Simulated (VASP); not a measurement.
Level of theory: PBEsol GGA, VASP's PBE PAW potentials (set 64) (plane waves; VASP 6.6.1).

VASP input:

**POSCAR**
```
InSb
1
    0.0000000000     3.2592004851     3.2592004851
    3.2592004851     0.0000000000     3.2592004851
    3.2592004851     3.2592004851     0.0000000000
In Sb
1 1
Direct
  1.0000000000   1.0000000000   1.0000000000
  0.2500000000   0.2500000000   0.2500000000
```

### KPOINTS
```
Regular mesh
0
Gamma
 10 10 10
0 0 0
```

**INCAR**
```
SYSTEM = InSb
PREC = Accurate; ENCUT = 500; LREAL = .FALSE.
LASPH = .TRUE.
EDIFF = 1E-6; NELM = 100; ALGO = Normal
LMAXMIX = 4
ISMEAR = 1; SIGMA = 0.1
GGA = PS
IBRION = 2; NSW = 40; ISIF = 3
EDIFFG = -0.02
LWAVE = .FALSE.; LCHARG = .FALSE.
```

POTCAR, in this order: In_d Sb (PBE.64 set). Program: vasp_std.

What VASP printed:

**OSZICAR**
```
       N       E                     dE             d eps       ncg     rms          rms(c)
DAV:   1     0.109619984514E+03    0.10962E+03   -0.79268E+03  1222   0.135E+03
DAV:   2    -0.226634466470E+00   -0.10985E+03   -0.10698E+03  1292   0.303E+02
DAV:   3    -0.763077167501E+01   -0.74041E+01   -0.73352E+01  1607   0.878E+01
DAV:   4    -0.783147355322E+01   -0.20070E+00   -0.20064E+00  1497   0.167E+01
DAV:   5    -0.784094314182E+01   -0.94696E-02   -0.94692E-02  1749   0.289E+00    0.394E+00
DAV:   6    -0.772227971687E+01    0.11866E+00   -0.20583E-01  1679   0.837E+00    0.224E+00
DAV:   7    -0.769995489442E+01    0.22325E-01   -0.74664E-02  1586   0.324E+00    0.618E-01
DAV:   8    -0.769917502694E+01    0.77987E-03   -0.78142E-03  1649   0.122E+00    0.267E-01
DAV:   9    -0.769954560472E+01   -0.37058E-03   -0.71280E-04  1357   0.279E-01    0.697E-02
DAV:  10    -0.769955252025E+01   -0.69155E-05   -0.34446E-05  1632   0.487E-02    0.346E-02
DAV:  11    -0.769957515100E+01   -0.22631E-04   -0.37004E-05  1322   0.540E-02    0.207E-02
DAV:  12    -0.769957561186E+01   -0.46086E-06   -0.82227E-07   994   0.864E-03
   1 F= -.76995756E+01 E0= -.76996636E+01  d E =-.769958E+01
```

**OUTCAR**
```
------------------------ aborting loop because EDIFF is reached ----------------------------------------
  FORCE on cell =-STRESS in cart. coord.  units (eV):
  Direction    XX          YY          ZZ          XY          YZ          ZX
  --------------------------------------------------------------------------------------
  Total        0.0135763      0.0135763      0.0135763      0.0000000      0.0000000      0.0000000
  in kB        0.3141436      0.3141436      0.3141436      0.0000000      0.0000000      0.0000000
  external PRESSURE =       0.3141436 kB  Pullay stress =       0.0000000 kB
  volume of cell :       69.24
      direct lattice vectors                 reciprocal lattice vectors
     0.000000000  3.259200485  3.259200485    -0.153411857  0.153411857  0.153411857
     3.259200485  0.000000000  3.259200485     0.153411857 -0.153411857  0.153411857
     3.259200485  3.259200485  0.000000000     0.153411857  0.153411857 -0.153411857
  FREE ENERGIE OF THE ION-ELECTRON SYSTEM (eV)
  ---------------------------------------------------
  free  energy   TOTEN  =        -7.6995756119 eV

  energy  without entropy=       -7.6998396404  energy(sigma->0) =       -7.69966362

 reached required accuracy - stopping structural energy minimisation
```
(Selected blocks of OUTCAR.)

The compound is InSb in the zinc blende structure. It was relaxed first.
